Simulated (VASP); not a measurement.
Input:

```
CELL_PARAMETERS angstrom
      0.00000     3.39600     3.39600
      3.39600     0.00000     3.39600
      3.39600     3.39600     0.00000
ATOMIC_POSITIONS crystal
  Ni 0.62500 0.62500 0.62500
  Ni 0.12500 0.62500 0.62500
  Ni 0.62500 0.62500 0.12500
  Ni 0.62500 0.12500 0.62500
  Zr 0.00000 0.00000 0.00000
  Zn 0.25000 0.25000 0.25000
```
Starting moments (μB, in the order of the record's atoms Ni Ni Ni Ni Zr Zn): 2.0 2.0 2.0 2.0 0.0 0.0.

The numbers are results of PBEsol GGA, VASP's PBE PAW potentials (set 64) (plane waves; VASP), not measurements. Run with 300 eV cut-off, 6×6×6 Γ-centred mesh, Gaussian smearing of 0.10 eV, potentials Ni Zr_sv Zn.

At this cut-off the stress carries a Pulay error, which pulls relaxed volumes low. Energy and stress use the plane-wave basis of the starting cell.

Question: The ions, cell shape and volume are relaxed. What does this cell relax into?

Answer: 
```
CELL_PARAMETERS angstrom
      0.00000     3.34034     3.34034
      3.34034     0.00000     3.34034
      3.34034     3.34034     0.00000
ATOMIC_POSITIONS crystal
  Ni 0.62416 0.62416 0.62416
  Ni 0.12751 0.62416 0.62416
  Ni 0.62416 0.62416 0.12751
  Ni 0.62416 0.12751 0.62416
  Zr 0.00000 0.00000 0.00000
  Zn 0.25000 0.25000 0.25000
```
Space group F-43m (216), at a tolerance of 0.03 Å. The cell ends with 0.00 μB, on the sites 0.00 0.00 0.00 0.00 0.00 0.00 μB.

Question: How do energy and volume change from the first to the last step?

Answer: The energy (σ→0) changes by -17.9 meV/atom and the volume by -4.8 %, in 6 ionic steps.

The structure comes from a measured ZrZnNi4 entry of the Crystallography Open Database, whose conditions weren't checked. This run relaxes it. Symmetry was kept, so distortions that lower it aren't found. The run is one of a series of settings (EDIFFG = -0.01, IBRION = 2, ISIF = 3, NSW = 50 against the base run), some of them coarse on purpose.
